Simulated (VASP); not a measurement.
Here is the system:

```
CELL_PARAMETERS angstrom
      4.05000     0.00000     0.00000
      0.00000     4.05000     0.00000
      0.00000     0.00000     4.05000
ATOMIC_POSITIONS crystal
  K  0.00000 0.00000 0.00000
  Zn 0.50000 0.50000 0.50000
  F  0.50000 0.00000 0.50000
  F  0.00000 0.50000 0.50000
  F  0.50000 0.50000 0.00000
```

Method: r2SCAN meta-GGA with spin-orbit coupling, VASP's PBE PAW potentials (set 64) (plane waves; VASP). Run with 520 eV cut-off, 5×5×5 Γ-centred mesh, Gaussian smearing of 0.050 eV, potentials K_sv Zn F.

### Question
Give the energies of bands 31 to 44 at the high-symmetry points, in eV from the valence-band maximum.

### Answer

| band | Γ | X | M | R |
|---|---|---|---|---|
| 31 | -2.23 | -2.42 | -2.44 | -1.86 |
| 32 | -2.23 | -2.42 | -2.44 | -1.86 |
| 33 | -2.23 | -2.18 | -2.10 | -1.66 |
| 34 | -2.23 | -2.18 | -2.10 | -1.66 |
| 35 | -2.20 | -2.15 | -1.89 | -1.62 |
| 36 | -2.20 | -2.15 | -1.89 | -1.62 |
| 37 | -2.03 | -1.85 | -1.84 | -1.62 |
| 38 | -2.03 | -1.85 | -1.84 | -1.62 |
| 39 | -1.97 | -1.75 | -1.65 | 0.00 |
| 40 | -1.97 | -1.75 | -1.65 | 0.00 |
| 41 | -1.97 | -1.50 | 0.00 | 0.00 |
| 42 | -1.97 | -1.50 | 0.00 | 0.00 |
| 43 | 4.57 | 7.35 | 8.83 | 9.15 |
| 44 | 4.57 | 7.35 | 8.83 | 9.15 |

The gap is indirect, 4.57 eV, from the valence maximum at R to the conduction minimum at Γ.

The compound is KZnF3 in the cubic perovskite structure. The cell was not relaxed at this level.
